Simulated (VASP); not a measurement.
OSZICAR of a VASP run on Er (hcp):

OSZICAR:
```
       N       E                     dE             d eps       ncg     rms          rms(c)
DAV:   1     0.475806522493E+02    0.47581E+02   -0.86743E+03  2804   0.137E+03
DAV:   2    -0.634637394086E+01   -0.53927E+02   -0.52280E+02  2789   0.536E+02
DAV:   3    -0.882888291560E+01   -0.24825E+01   -0.23588E+01  2975   0.627E+01
DAV:   4    -0.896391359476E+01   -0.13503E+00   -0.12868E+00  3010   0.999E+00
DAV:   5    -0.897262332402E+01   -0.87097E-02   -0.87083E-02  2886   0.175E+00    0.253E+01
DAV:   6    -0.897168229483E+01    0.94103E-03   -0.29662E-02  2801   0.340E+00    0.151E+01
DAV:   7    -0.898336439199E+01   -0.11682E-01   -0.50318E-02  2696   0.441E+00    0.389E-01
DAV:   8    -0.898316568041E+01    0.19871E-03   -0.32247E-03  2706   0.774E-01    0.991E-02
DAV:   9    -0.898317076079E+01   -0.50804E-05   -0.19520E-04  2851   0.200E-01    0.308E-02
DAV:  10    -0.898316490717E+01    0.58536E-05   -0.24948E-05  2811   0.626E-02    0.422E-02
DAV:  11    -0.898316565559E+01   -0.74842E-06   -0.13559E-06  1700   0.185E-02
   1 F= -.96041206E+01 E0= -.96055924E+01  d E =-.960412E+01
```

Problem. Which electronic solver shows in the log?

Solution. It is blocked Davidson (ALGO = Normal, or the opening steps of other solvers). The INCAR had ALGO = Normal.

Problem. Can the final energy be trusted as converged?

Solution. Self-consistency was reached. It stopped with EDIFF = 1E-6, NELM = 100, NSW = 60 and EDIFFG = -0.01 after 1 ionic step (PBE GGA with D3 dispersion (zero damping), plane waves, VASP's PBE PAW potentials (set 64)). The 4f electrons are frozen in the core of the lanthanide potential, so 4f levels, which can set the real gap, and their magnetism are missing.

The compound is Er in the hcp structure. It was relaxed first. The start is the result of an earlier pass.
